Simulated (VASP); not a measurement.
Input:

```
Li2S
1.0
    0.00000     2.91720     2.91720
    2.91720     0.00000     2.91720
    2.91720     2.91720     0.00000
Li S
2 1
Cartesian
  1.45860   1.45860   1.45860
  4.37580   4.37580   4.37580
  0.00000   0.00000   0.00000
```

These are PBE GGA, VASP's PBE PAW potentials (set 64) (plane waves; VASP 6.6.1) values and carry that method's errors. Numerical set-up: 520 eV cut-off, 6×6×6 Γ-centred mesh, Gaussian smearing of 0.050 eV, potentials Li_sv S.

Problem. Give the stress tensor in GPa (positive for a compressed cell).

Solution. 
```
-2.46   0.00   0.00
 0.00  -2.46   0.00
 0.00   0.00  -2.46
```
The pressure is its mean diagonal, -2.46 GPa.

The compound is Li2S in the antifluorite structure. The cell was not relaxed at this level.
